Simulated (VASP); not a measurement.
The system is TiC.

```
Ti C
1.0
     0.00000    2.15930    2.15930
     2.15930    0.00000    2.15930
     2.15930    2.15930    0.00000
Ti C
1 1
Direct
  0.00000 0.00000 0.00000
  0.50000 0.50000 0.50000
```

Base run:

```yaml
Program: VASP 6.6.1
Functional: r2SCAN
Potentials_or_basis: VASP PAW PBE potentials, release 64 (Ti_sv, C)
Cutoff: 520 eV
k_mesh: 12 × 12 × 12
Occupations: fermi-dirac, width 0.05 eV
Spin: no spin polarisation
```

Its results: band gap on the k mesh none (metal or under the smearing width); pressure 2.7 GPa.

The run is repeated on the same cell with these changes: functional from r2SCAN to HSE06; k mesh from 12 × 12 × 12 to 7 × 7 × 7. What comes out?

Band gap on the k mesh none (metal or under the smearing width); pressure -2.5 GPa.

Several settings changed at once, so the effect can't be laid on one alone.

Caveats: the PAW data sets were made with another functional, which shifts forces and pressure a little.

Not every run made on this cell is shown here.
